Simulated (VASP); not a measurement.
Output of a VASP run:

**OSZICAR**
```
       N       E                     dE             d eps       ncg     rms          rms(c)
DAV:   1     0.351799798219E+03    0.35180E+03   -0.18205E+04   208   0.152E+03
DAV:   2     0.295395576353E+02   -0.32226E+03   -0.31505E+03   240   0.306E+02
DAV:   3    -0.128873811355E+02   -0.42427E+02   -0.42248E+02   252   0.123E+02
DAV:   4    -0.145535088081E+02   -0.16661E+01   -0.16642E+01   260   0.279E+01
DAV:   5    -0.145993668598E+02   -0.45858E-01   -0.45856E-01   320   0.436E+00    0.396E+00
DAV:   6    -0.143476125468E+02    0.25175E+00   -0.48179E-01   250   0.403E+00    0.266E+00
DAV:   7    -0.143276787629E+02    0.19934E-01   -0.29433E-01   270   0.250E+00    0.992E-01
DAV:   8    -0.143316933803E+02   -0.40146E-02   -0.43151E-02   224   0.149E+00    0.244E-01
DAV:   9    -0.143319220880E+02   -0.22871E-03   -0.50608E-03   264   0.541E-01    0.982E-02
DAV:  10    -0.143320558193E+02   -0.13373E-03   -0.61196E-04   250   0.156E-01    0.488E-02
DAV:  11    -0.143321594413E+02   -0.10362E-03   -0.44934E-04   248   0.134E-01    0.311E-02
DAV:  12    -0.143321607514E+02   -0.13101E-05   -0.31425E-05   248   0.304E-02    0.241E-02
DAV:  13    -0.143321597480E+02    0.10034E-05   -0.23811E-06   198   0.103E-02    0.113E-02
DAV:  14    -0.143321590597E+02    0.68831E-06   -0.30790E-06   196   0.130E-02
   1 F= -.14332159E+02 E0= -.14332159E+02  d E =-.143322E+02
       N       E                     dE             d eps       ncg     rms          rms(c)
DAV:   1    -0.144695010790E+02   -0.13734E+00   -0.27093E+00   244   0.140E+01    0.196E+00
DAV:   2    -0.143681263597E+02    0.10137E+00   -0.17643E-01   248   0.369E+00    0.799E-01
DAV:   3    -0.143428721676E+02    0.25254E-01   -0.76923E-02   264   0.214E+00    0.339E-01
DAV:   4    -0.143421573922E+02    0.71478E-03   -0.17390E-03   216   0.276E-01    0.232E-01
DAV:   5    -0.143417983115E+02    0.35908E-03   -0.95965E-04   276   0.235E-01    0.524E-02
DAV:   6    -0.143417974660E+02    0.84552E-06   -0.10707E-04   232   0.101E-01    0.111E-02
DAV:   7    -0.143417997621E+02   -0.22961E-05   -0.10882E-05   216   0.189E-02    0.579E-03
DAV:   8    -0.143417995993E+02    0.16281E-06   -0.92863E-07   136   0.566E-03
   2 F= -.14341800E+02 E0= -.14341800E+02  d E =-.964054E-02
       N       E                     dE             d eps       ncg     rms          rms(c)
DAV:   1    -0.143683415868E+02   -0.26542E-01   -0.54324E-01   242   0.639E+00    0.869E-01
DAV:   2    -0.143482000511E+02    0.20142E-01   -0.34779E-02   250   0.165E+00    0.358E-01
DAV:   3    -0.143431405331E+02    0.50595E-02   -0.15381E-02   264   0.965E-01    0.148E-01
DAV:   4    -0.143430085620E+02    0.13197E-03   -0.34617E-04   216   0.124E-01    0.105E-01
DAV:   5    -0.143429449973E+02    0.63565E-04   -0.18909E-04   274   0.105E-01    0.237E-02
DAV:   6    -0.143429455257E+02   -0.52840E-06   -0.23323E-05   232   0.472E-02    0.473E-03
DAV:   7    -0.143429459577E+02   -0.43196E-06   -0.19587E-06   132   0.860E-03
   3 F= -.14342946E+02 E0= -.14342946E+02  d E =-.107869E-01
```

OUTCAR:
```
------------------------ aborting loop because EDIFF is reached ----------------------------------------
  FORCE on cell =-STRESS in cart. coord.  units (eV):
  Direction    XX          YY          ZZ          XY          YZ          ZX
  --------------------------------------------------------------------------------------
  Total       -0.0148202     -0.0148202     -0.0148202      0.0000000      0.0000000     -0.0000000
  in kB       -0.0978358     -0.0978358     -0.0978358      0.0000000      0.0000000     -0.0000000
  external PRESSURE =      -0.0978358 kB  Pullay stress =       0.0000000 kB
  volume of cell :      242.70
      direct lattice vectors                 reciprocal lattice vectors
     6.237668312 -0.000000000 -0.000000000     0.160316315 -0.000000000 -0.000000000
     0.000000000  6.237668312 -0.000000000     0.000000000  0.160316315 -0.000000000
     0.000000000  0.000000000  6.237668312     0.000000000  0.000000000  0.160316315
 POSITION                                       TOTAL-FORCE (eV/Angst)
 -----------------------------------------------------------------------------------
      0.00000      0.00000      0.00000         0.000000     -0.000000      0.000000
      3.11883      3.11883      3.11883        -0.000000      0.000000      0.000000
      3.11883      0.00000      3.11883         0.000000     -0.000000      0.000000
      0.00000      3.11883      3.11883         0.000000     -0.000000      0.000000
      3.11883      3.11883     -0.00000         0.000000     -0.000000      0.000000
 -----------------------------------------------------------------------------------
    total drift:                                0.000000     -0.000000     -0.000000
  FREE ENERGIE OF THE ION-ELECTRON SYSTEM (eV)
  ---------------------------------------------------
  free  energy   TOTEN  =       -14.3429459577 eV

  energy  without entropy=      -14.3429459577  energy(sigma->0) =      -14.34294596

 reached required accuracy - stopping structural energy minimisation
```
(Selected blocks of OUTCAR.)

**POSCAR**
```
CsSnI3
1
    6.2996620412    -0.0000000000     0.0000000000
   -0.0000000000     6.2996620412     0.0000000000
   -0.0000000000    -0.0000000000     6.2996620412
Cs Sn I
1 1 3
Direct
  0.0000000000   0.0000000000   0.0000000000
  0.5000000000   0.5000000000   0.5000000000
  0.5000000000   0.0000000000   0.5000000000
  0.0000000000   0.5000000000   0.5000000000
  0.5000000000   0.5000000000   0.0000000000
```

Problem. Reconstruct the remaining input files.

Solution. Several could match; the one computed here: the input of the run itself, PW91 GGA, plane waves, VASP's PBE PAW potentials (set 64).

KPOINTS:
```
Automatic mesh
0
Gamma
3 3 3
0 0 0
```

INCAR:
```
LASPH=T   # aspherical one-centre terms
PREC=Accurate
LMAXMIX=4
LREAL=F   # projection in real space or not
LCHARG=F
IBRION=2
ENCUT=520   # plane-wave cut-off (eV)
ALGO=Normal   # blocked Davidson
NELM=100   # most electronic steps
EDIFF=1E-6   # SCF stop (eV)
NSW=60   # most ionic steps
SYSTEM=CsSnI3
LWAVE=F
GGA=91
ISMEAR=0   # Gaussian
ISIF=3
EDIFFG=-0.02   # ionic stop
SIGMA=0.05   # width (eV)
```

POTCAR, in this order: Cs_sv Sn_d I (PBE.64 set). Program: vasp_std.

Energy and stress use the plane-wave basis of the starting cell.

The compound is CsSnI3 in the cubic perovskite structure, the ideal cubic form; the compound distorts at low or room temperature. This run relaxes it. Symmetry was kept, so distortions that lower it aren't found. The start is the result of an earlier pass.
